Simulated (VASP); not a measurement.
Crystal: Ta3AsAu2O13.

```
Ta As Au O
1.0
     5.45204    0.00000    0.00000
    -2.72602    4.72161    0.00000
     0.00000    0.00000    9.57902
Ta As Au O
3 1 2 13
Direct
  0.00000 0.00000 0.19408
  0.00000 0.00000 0.80592
  0.66667 0.33333 0.00000
  0.00000 0.00000 0.50000
  0.33333 0.66667 0.27428
  0.33333 0.66667 0.72572
  0.00000 0.00000 0.00000
  0.23947 0.97129 0.36402
  0.02871 0.26818 0.36402
  0.73182 0.76053 0.36402
  0.23947 0.97129 0.63598
  0.02871 0.26818 0.63598
  0.73182 0.76053 0.63598
  0.38452 0.33425 0.85844
  0.66575 0.05026 0.85844
  0.94974 0.61548 0.85844
  0.38452 0.33425 0.14156
  0.66575 0.05026 0.14156
  0.94974 0.61548 0.14156
```

The cell was built by a generator and needn't be a form met in nature.

Base run:

| Item | Value |
| --- | --- |
| Program | VASP 6.6.1 |
| Functional | PBE |
| Potentials or basis | VASP PAW PBE potentials, release 64 (Ta_pv, As, Au, O) |
| Cutoff | 520 eV |
| k mesh | 6 × 6 × 3 |
| Occupations | fermi-dirac, width 0.05 eV |
| Spin | no spin polarisation |

Its results: band gap on the k mesh none (metal or under the smearing width); pressure 0.4 GPa; largest force 0.298 eV/Å.

Problem. The run is repeated on the same cell with these changes: dispersion from none to TS. What comes out?

Solution. Band gap on the k mesh none (metal or under the smearing width); pressure -1.6 GPa; largest force 0.496 eV/Å.

Dispersion adds attraction, which lowers the pressure at fixed volume.

Caveats: atom-pairwise D2, TS and ULG terms overbind metals (some runs); pairwise dispersion overbinds metals, which lowers pressure and volume (some runs).
